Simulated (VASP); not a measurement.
A run of VASP 6.6.1:

POSCAR

```
NiMoIrPdW
1.0
    2.7708500000      0.0000000000      0.0000000000
   -1.3854300000      2.3996300000      0.0000000000
    0.0000000000      0.0000000000     22.0196100000
Ni Mo Pd Ir W
2 2 2 2 2
Direct
    0.3333300000      0.6666700000      0.8508100000
    0.6666700000      0.3333300000      0.1491900000
    0.6666700000      0.3333300000      0.7605900000
    0.3333300000      0.6666700000      0.2394100000
    0.3333300000      0.6666700000      0.0532900000
    0.6666700000      0.3333300000      0.9467100000
    0.3333300000      0.6666700000      0.6582700000
    0.6666700000      0.3333300000      0.3417300000
    0.3333300000      0.6666700000      0.4441800000
    0.6666700000      0.3333300000      0.5558200000
```

Contents of INCAR.step1:

```
ALGO     = Normal         # electronic algorithm
EDIFF    = 1E-6           # SCF threshold, eV
ENCUT    = 520            # plane-wave cutoff, eV
GGA      = PE             # functional
ISIF     = 2              # what is computed and relaxed
ISMEAR   = -1             # smearing method
ISPIN    = 2              # spin polarisation
KPAR     = 4            
LASPH    = T              # aspherical terms in the spheres
LCHARG   = T              # write CHGCAR
LMAXMIX  = 4              # l up to which the mixer works
LREAL    = F              # projectors in reciprocal space
LWAVE    = F              # write WAVECAR
MAGMOM   = 1 1 1 1 0 0 0.6 0.6 0 0 # initial moments
NBANDS   = 72             # bands
NELM     = 150            # most SCF steps
PREC     = Accurate       # precision mode
SIGMA    = 0.05           # smearing width, eV
```

The input KPOINTS.step1:

```
k-points
0
Gamma
  11 11 2
```

The input INCAR.step2:

```
ALGO     = Normal         # electronic algorithm
EDIFF    = 1E-6           # SCF threshold, eV
ENCUT    = 520            # plane-wave cutoff, eV
GGA      = PE             # functional
ICHARG   = 11             # starting density
ISIF     = 2              # what is computed and relaxed
ISMEAR   = -5             # smearing method
ISPIN    = 2              # spin polarisation
KPAR     = 4            
LASPH    = T              # aspherical terms in the spheres
LCHARG   = F              # write CHGCAR
LMAXMIX  = 4              # l up to which the mixer works
LORBIT   = 10             # projections on sites
LREAL    = F              # projectors in reciprocal space
LWAVE    = F              # write WAVECAR
MAGMOM   = 1 1 1 1 0 0 0.6 0.6 0 0 # initial moments
NBANDS   = 72             # bands
NEDOS    = 1001           # points of the DOS
NELM     = 150            # most SCF steps
PREC     = Accurate       # precision mode
SIGMA    = 0.05           # smearing width, eV
```

KPOINTS.step2

```
k-points
0
Gamma
  17 17 3
```

Potentials or basis: VASP PAW PBE potentials, release 64 (Ni, Mo_sv, Pd, Ir, W_sv).

Launch:

```console
$ cat potpaw_PBE.64/Ni/POTCAR potpaw_PBE.64/Mo_sv/POTCAR potpaw_PBE.64/Pd/POTCAR potpaw_PBE.64/Ir/POTCAR potpaw_PBE.64/W_sv/POTCAR > POTCAR
$ cp INCAR.step1 INCAR
$ cp KPOINTS.step1 KPOINTS
$ mpirun -np 4 vasp_std > vasp.out
$ cp INCAR.step2 INCAR
$ cp KPOINTS.step2 KPOINTS
$ mpirun -np 4 vasp_std > vasp.out
```

Hardware: 4 MPI ranks on Intel(R) Xeon(R) Platinum 8375C CPU @ 2.90GHz (Ice Lake) (shared host).

Q: Estimate the wall time of this run.

A: It took 34 min on 4 MPI ranks on Intel(R) Xeon(R) Platinum 8375C CPU @ 2.90GHz (Ice Lake), on a shared host, peak memory 3.1 GiB a rank. Counts: scf iterations 9, k points 234.
